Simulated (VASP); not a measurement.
In (bct) relaxed at rising pressure, in one space group throughout; other phases were not tried. The pressures are those reached. Level of theory: PBEsol GGA, VASP's PBE PAW potentials (set 64) (plane waves; VASP).

```tsv
P (GPa)	V (Å³/atom)	k-mesh
0.01	25.516	16×16×16
4.98	23.394	16×16×16
9.95	21.975	17×17×17
19.97	20.102	17×17×17
29.99	18.814	17×17×17
```

A change of mesh leaves a small step in the series.

Task: Fit an equation of state and predict the volume at 45.04 GPa.

Result: Least squares on the third-order Birch-Murnaghan form, P = (3B0/2)(y⁷ − y⁵)[1 + (3/4)(B′ − 4)(y² − 1)] with y = (V0/V)^(1/3), gives V0 = 25.515 Å³/atom, B0 = 46 GPa and B′ = 4.9, and so 17.460 Å³/atom. The run gave 17.468 Å³/atom, +0.0 % from the fit.

Pressures at which the relaxation failed are left out.

The compound is In in the bct structure.
